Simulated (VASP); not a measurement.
Level of theory: vdW-DF2, VASP's PBE PAW potentials (set 64) (plane waves; VASP).

VASP ran on this input.

INCAR:
```
SYSTEM  =  Ni3Si
PREC  =  Accurate; ENCUT  =  520; LREAL  =  F
LASPH  =  T; ICHARG  =  11
EDIFF  =  1E-7; NELM  =  100; ALGO  =  Normal
LMAXMIX  =  4
ISMEAR  =  0; SIGMA  =  0.05
GGA  =  ML; LUSE_VDW  =  T; AGGAC  =  0.0
ZAB_VDW  =  -1.8867
LWAVE  =  F; LCHARG  =  F; LORBIT  =  11
```

**KPOINTS**
```
k-points along high-symmetry lines
15
Line-mode
Reciprocal
  0.000000   0.000000   0.000000 ! GAMMA
  0.000000   0.500000   0.000000 ! X

  0.000000   0.500000   0.000000 ! X
  0.500000   0.500000   0.000000 ! M

  0.500000   0.500000   0.000000 ! M
  0.000000   0.000000   0.000000 ! GAMMA

  0.000000   0.000000   0.000000 ! GAMMA
  0.500000   0.500000   0.500000 ! R

  0.500000   0.500000   0.500000 ! R
  0.000000   0.500000   0.000000 ! X

  0.500000   0.500000   0.500000 ! R
  0.500000   0.500000   0.000000 ! M
```

POSCAR:
```
Ni3Si
1
    3.5896969040     0.0000000000     0.0000000000
    0.0000000000     3.5896969040     0.0000000000
    0.0000000000     0.0000000000     3.5896969040
Si Ni
1 3
Direct
  0.0000000000   0.0000000000   0.0000000000
  0.0000000000   0.5000000000   0.5000000000
  0.5000000000   0.0000000000   0.5000000000
  0.5000000000   0.5000000000   0.0000000000
```

POTCAR, in this order: Si Ni (PBE.64 set). Program: vasp_std. Read from the step before: CHGCAR.

The resulting files:

**OUTCAR**
```
 ion  position               nearest neighbor table
   1  0.000  0.000  0.000-   2 2.54   3 2.54   4 2.54   2 2.54   3 2.54   2 2.54   4 2.54   2 2.54
                             3 2.54   4 2.54   3 2.54   4 2.54
   2  0.000  0.500  0.500-   1 2.54   3 2.54   4 2.54   1 2.54   4 2.54   1 2.54   3 2.54   1 2.54
                             3 2.54   4 2.54   4 2.54   3 2.54
   3  0.500  0.000  0.500-   1 2.54   2 2.54   4 2.54   1 2.54   4 2.54   2 2.54   4 2.54   4 2.54
                             1 2.54   2 2.54   1 2.54   2 2.54
   4  0.500  0.500  0.000-   1 2.54   2 2.54   3 2.54   2 2.54   3 2.54   1 2.54   3 2.54   3 2.54
                             1 2.54   2 2.54   2 2.54   1 2.54
  LATTYP: Found a simple cubic cell.
 ALAT       =     3.5896969040
 Subroutine PRICEL returns:
 Original cell was already a primitive cell.
 Subroutine GETGRP returns: Found 48 space group operations
The static configuration has the point symmetry O_h .
The dynamic configuration has the point symmetry O_h .
 Subroutine INISYM returns: Found 48 space group operations
   k-points           NKPTS =     90   k-points in BZ     NKDIM =     90   number of bands    NBANDS=     21
   number of dos      NEDOS =    301   number of ions     NIONS =      4
   total plane-waves  NPLWV =  21952
   dimension x,y,z NGX =    28 NGY =   28 NGZ =   28
   dimension x,y,z NGXF=    56 NGYF=   56 NGZF=   56
   ions per type =               1   3
   PREC   = accura    normal or accurate (medium, high low for compatibility)
   ISTART =      0    job   : 0-new  1-cont  2-samecut
...
```

### OSZICAR
```
       N       E                     dE             d eps       ncg     rms          rms(c)
DAV:   1     0.204837512527E+03    0.20484E+03   -0.16174E+04  3788   0.215E+03
DAV:   2    -0.252927087091E+00   -0.20509E+03   -0.19847E+03  3780   0.364E+02
DAV:   3    -0.977273266390E+01   -0.95198E+01   -0.91268E+01  4165   0.104E+02
DAV:   4    -0.997242236914E+01   -0.19969E+00   -0.19882E+00  4285   0.130E+01
DAV:   5    -0.997991051233E+01   -0.74881E-02   -0.74855E-02  4762   0.236E+00
DAV:   6    -0.998026018479E+01   -0.34967E-03   -0.34967E-03  5158   0.454E-01
DAV:   7    -0.998026720323E+01   -0.70184E-05   -0.70170E-05  4894   0.518E-02
DAV:   8    -0.998026734875E+01   -0.14552E-06   -0.14672E-06  3421   0.556E-03
DAV:   9    -0.998026735434E+01   -0.55902E-08   -0.49079E-08  2781   0.158E-03
   1 F= -.99802674E+01 E0= -.99755597E+01  d E =-.941529E-02
```

File OUTCAR:
```
 val. band max:        9.6976271594   @ k =   0.5000   0.5000   0.4643

 cond. band min:       9.7137111890   @ k =   0.0714   0.0714   0.0000



 k-point     1 :       0.0000    0.0000    0.0000
  band No.  band energies     occupation
      1      -1.6036      2.00000
      2       5.3110      2.00000
      3       6.1368      2.00000
      4       6.1368      2.00000
      5       6.5646      2.00000
      6       6.5646      2.00000
      7       6.5646      2.00000
      8       8.3146      2.00000
      9       8.3146      2.00000
     10       8.3146      2.00000
     11       8.9831      2.00000
     12       8.9831      2.00000
     13       8.9831      2.00000
     14       9.1091      2.00000
     15       9.1091      2.00000
     16       9.4110      2.00000
     17       9.7402      0.22852
     18       9.7402      0.22851
     19       9.7402      0.22851
     20      13.7424      0.00000
     21      15.8409      0.00000

 k-point     2 :       0.0000    0.0357    0.0000
  band No.  band energies     occupation
      1      -1.5896      2.00000
      2       5.3145      2.00000
      3       6.1158      2.00000
      4       6.1465      2.00000
      5       6.5631      2.00000
      6       6.5631      2.00000
      7       6.5685      2.00000
      8       8.2805      2.00000
      9       8.2805      2.00000
     10       8.3104      2.00000
     11       8.9099      2.00000
     12       9.0028      2.00000
     13       9.0028      2.00000
     14       9.1094      2.00000
     15       9.1290      2.00000
     16       9.4056      2.00000
     17       9.7402      0.22838
     18       9.7679      0.04689
     19       9.7679      0.04689
     20      13.7897      0.00000
     21      15.8405      0.00000

 k-point     3 :       0.0000    0.0714    0.0000
  band No.  band energies     occupation
      1      -1.5478      2.00000
      2       5.3223      2.00000
      3       6.0530      2.00000
      4       6.1753      2.00000
...
```

The density is held fixed in this step, so its total energy and stress have no physical meaning.

The compound is Ni3Si in the L1_2 structure. It was relaxed first, which changed the volume by +7 %. The run is not spin-polarised, so no magnetic state was tried.
